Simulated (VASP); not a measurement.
Level of theory: PBE GGA, VASP's PBE PAW potentials (set 64) (plane waves; VASP 6.6.1).

A VASP calculation is set up with these files.

File KPOINTS:
```
Automatic mesh
0
gamma
  7 7 4
0 0 0
```

POSCAR:
```
SnSe2
1.0
  1.9050000000  -3.2995570000   0.0000000000
  1.9050000000   3.2995570000   0.0000000000
  0.0000000000   0.0000000000   6.1400000000
Sn Se
1 2
Direct
  0.0000000000   0.0000000000   0.0000000000
  0.3333330000   0.6666670000   0.2500000000
  0.6666670000   0.3333330000   0.7500000000
```

**INCAR**
```
! general
SYSTEM =SnSe2
PREC   =Accurate
ENCUT  =300
LREAL  =.False.
LASPH  =.True.   ! aspherical one-centre terms

! electronic loop
EDIFF  =1E-6
NELM   =100   ! most electronic steps
ALGO   =Normal   ! blocked Davidson
LMAXMIX=4

! smearing
ISMEAR =-1   ! Fermi-Dirac
SIGMA  =0.05   ! width (eV)

! functional
GGA    =PE   ! PBE

! ions
ISIF   =2   ! forces and stress, cell fixed

! output
LWAVE  =.False.
LCHARG =.False.
```

POTCAR, in this order: Sn_d Se (PBE.64 set). Program: vasp_std.

The run wrote:

File OUTCAR:
```
 ion  position               nearest neighbor table
   1  0.000  0.000  0.000-   2 2.68   3 2.68   3 2.68   2 2.68   3 2.68   2 2.68
   2  0.333  0.667  0.250-   1 2.68   1 2.68   1 2.68
   3  0.667  0.333  0.750-   1 2.68   1 2.68   1 2.68
  LATTYP: Found a hexagonal cell.
 ALAT       =     3.8100001832
 C/A-ratio  =     1.6115484789
 Subroutine PRICEL returns:
 Original cell was already a primitive cell.
 Subroutine GETGRP returns: Found 12 space group operations
The static configuration has the point symmetry D_3d.
The dynamic configuration has the point symmetry D_3d.
 Subroutine INISYM returns: Found 12 space group operations
 Subroutine IBZKPT returns following result:
 Found     28 irreducible k-points:

 Following reciprocal coordinates:
            Coordinates               Weight
  0.000000  0.000000  0.000000      1.000000
  0.142857 -0.000000  0.000000      6.000000
  0.285714 -0.000000  0.000000      6.000000
  0.428571 -0.000000  0.000000      6.000000
  0.142857  0.142857  0.000000      6.000000
  0.285714  0.142857  0.000000     12.000000
  0.428571  0.142857  0.000000      6.000000
  0.285714  0.285714  0.000000      6.000000
  0.000000  0.000000  0.250000      2.000000
  0.142857 -0.000000  0.250000      6.000000
 -0.000000  0.142857  0.250000      6.000000
  0.285714 -0.000000  0.250000      6.000000
 -0.000000  0.285714  0.250000      6.000000
  0.428571 -0.000000  0.250000      6.000000
 -0.000000  0.428571  0.250000      6.000000
  0.142857  0.142857  0.250000     12.000000
  0.285714  0.142857  0.250000     12.000000
 -0.142857  0.428571  0.250000     12.000000
  0.428571  0.142857  0.250000     12.000000
  0.285714  0.285714  0.250000     12.000000
  0.000000  0.000000  0.500000      1.000000
  0.142857 -0.000000  0.500000      6.000000
  0.285714 -0.000000  0.500000      6.000000
  0.428571 -0.000000  0.500000      6.000000
  0.142857  0.142857  0.500000      6.000000
  0.285714  0.142857  0.500000     12.000000
  0.428571  0.142857  0.500000      6.000000
  0.285714  0.285714  0.500000      6.000000
   k-points           NKPTS =     28   k-points in BZ     NKDIM =     28   number of bands    NBANDS=     17
   number of dos      NEDOS =    301   number of ions     NIONS =      3
   total plane-waves  NPLWV =  20736
   dimension x,y,z NGX =    24 NGY =   24 NGZ =   36
   dimension x,y,z NGXF=    48 NGYF=   48 NGZF=   72
   ions per type =               1   2
   PREC   = accura    normal or accurate (medium, high low for compatibility)
   ISTART =      0    job   : 0-new  1-cont  2-samecut
   ICHARG =      2    charge: 1-file 2-atom 10-const
   ISPIN  =      1    spin polarized calculation?
   LNONCOLLINEAR =      F non collinear calculations
   LSORBIT =      F    spin-orbit coupling
   INIWAV =      1    electr: 0-lowe 1-rand  2-diag
   ENCUT  =  300.0 eV  22.05 Ry    4.70 a.u.   5.38  5.38  8.67*2*pi/ulx,y,z
   NELM   =    100;   NELMIN=  2; NELMDL= -5     # of ELM steps
   EDIFF  = 0.1E-05   stopping-criterion for ELM
   LREAL  =      F    real-space projection
   NLSPLINE    = F    spline interpolate recip. space projectors
   LMAXMIX     =    4 max onsite mixed and CHGCAR
   VOSKOWN=      0    Vosko Wilk Nusair interpolation
   EDIFFG = 0.1E-04   stopping-criterion for IOM
   NSW    =      0    number of steps for IOM
   NBLOCK =      1;   KBLOCK =      1    inner block; outer block
   IBRION =     -1    ionic relax: 0-MD 1-quasi-New 2-CG
   NFREE  =      0    steps in history (QN), initial steepest desc. (CG)
   ISIF   =      2    stress and relaxation
   ISYM   =      2    0-nonsym 1-usesym 2-fastsym
   TEIN   =    0.0    initial temperature
   TEBEG  =    0.0;   TEEND  =   0.0 temperature during run
...
```

File OSZICAR:
```
       N       E                     dE             d eps       ncg     rms          rms(c)
DAV:   1     0.157437960509E+03    0.15744E+03   -0.95005E+03   960   0.123E+03
DAV:   2     0.206560633210E+01   -0.15537E+03   -0.15326E+03  1125   0.308E+02
DAV:   3    -0.117100139770E+02   -0.13776E+02   -0.13707E+02  1159   0.987E+01
DAV:   4    -0.120178043702E+02   -0.30779E+00   -0.30747E+00  1148   0.165E+01
DAV:   5    -0.120252985128E+02   -0.74941E-02   -0.74917E-02  1437   0.231E+00    0.523E+00
DAV:   6    -0.117722359692E+02    0.25306E+00   -0.58984E-01  1407   0.845E+00    0.341E+00
DAV:   7    -0.117513666623E+02    0.20869E-01   -0.17291E-01  1188   0.290E+00    0.101E+00
DAV:   8    -0.117510441645E+02    0.32250E-03   -0.13325E-02  1195   0.125E+00    0.285E-01
DAV:   9    -0.117515169070E+02   -0.47274E-03   -0.14594E-03  1133   0.283E-01    0.841E-02
DAV:  10    -0.117515247480E+02   -0.78410E-05   -0.11812E-04  1387   0.909E-02    0.324E-02
DAV:  11    -0.117515569522E+02   -0.32204E-04   -0.50109E-05  1082   0.424E-02    0.729E-03
DAV:  12    -0.117515575786E+02   -0.62638E-06   -0.20109E-06  1023   0.113E-02
   1 F= -.11751558E+02 E0= -.11751544E+02  d E =-.269425E-04
```

OUTCAR:
```
------------------------ aborting loop because EDIFF is reached ----------------------------------------
  FORCE on cell =-STRESS in cart. coord.  units (eV):
  Direction    XX          YY          ZZ          XY          YZ          ZX
  --------------------------------------------------------------------------------------
  Total        2.3154986      2.3154989      2.9174647      0.0000000      0.0000000      0.0000000
  in kB       48.0624746     48.0624807     60.5573980      0.0000000      0.0000000      0.0000000
  external PRESSURE =      52.2274511 kB  Pullay stress =       0.0000000 kB
  volume of cell :       77.19
      direct lattice vectors                 reciprocal lattice vectors
     1.905000000 -3.299557000  0.000000000     0.262467192 -0.151535494  0.000000000
     1.905000000  3.299557000  0.000000000     0.262467192  0.151535494  0.000000000
     0.000000000  0.000000000  6.140000000     0.000000000  0.000000000  0.162866450
 POSITION                                       TOTAL-FORCE (eV/Angst)
 -----------------------------------------------------------------------------------
      0.00000      0.00000      0.00000         0.000000     -0.000000      0.000000
      1.90500      1.09985      1.53500        -0.000000     -0.000000      0.730546
      1.90500     -1.09985      4.60500        -0.000000      0.000000     -0.730546
 -----------------------------------------------------------------------------------
    total drift:                               -0.000000      0.000000      0.000000
  FREE ENERGIE OF THE ION-ELECTRON SYSTEM (eV)
  ---------------------------------------------------
  free  energy   TOTEN  =       -11.7515575786 eV

  energy  without entropy=      -11.7515306361  energy(sigma->0) =      -11.75154411
```
(Selected blocks of OUTCAR.)

OUTCAR:
```
 val. band max:        4.1546747225   @ k =   0.1429  -0.0000   0.0000

 cond. band min:       4.9651575055   @ k =  -0.0000   0.4286   0.2500


 Fermi energy:         4.5765978434

 k-point     1 :       0.0000    0.0000    0.0000
  band No.  band energies     occupation
      1     -17.0649      2.00000
      2     -17.0649      2.00000
      3     -17.0264      2.00000
      4     -17.0112      2.00000
      5     -17.0112      2.00000
      6      -9.8102      2.00000
      7      -8.0451      2.00000
      8      -1.9114      2.00000
      9       3.4920      2.00000
     10       3.4921      2.00000
     11       3.7936      2.00000
     12       3.7936      2.00000
     13       4.1546      1.99957
     14       5.2573      0.00000
     15       7.1369      0.00000
     16       8.8175      0.00000
     17       8.8175      0.00000

 k-point     2 :       0.1429   -0.0000    0.0000
  band No.  band energies     occupation
      1     -17.0748      2.00000
      2     -17.0579      2.00000
      3     -17.0209      2.00000
      4     -17.0146      2.00000
      5     -17.0094      2.00000
      6      -9.6068      2.00000
      7      -7.9152      2.00000
      8      -1.8829      2.00000
      9       1.8117      2.00000
     10       2.8132      2.00000
     11       2.8637      2.00000
     12       4.0576      1.99994
     13       4.1547      1.99957
     14       6.4015      0.00000
     15       7.8482      0.00000
     16       8.7585      0.00000
     17       9.1942      0.00000

 k-point     3 :       0.2857   -0.0000    0.0000
  band No.  band energies     occupation
      1     -17.1006      2.00000
      2     -17.0477      2.00000
      3     -17.0268      2.00000
      4     -17.0028      2.00000
      5     -17.0003      2.00000
      6      -9.0401      2.00000
      7      -7.6400      2.00000
      8      -2.1656      2.00000
      9       0.3276      2.00000
     10       1.5615      2.00000
     11       2.0296      2.00000
...
```

At this cut-off the stress carries a Pulay error, which pulls relaxed volumes low. Unless said otherwise, spin-orbit coupling is left out, though it shifts the bands of the heavy elements here.

The structure is a typed SnSe2 crystal (P-3m1). The cell was not relaxed at this level.
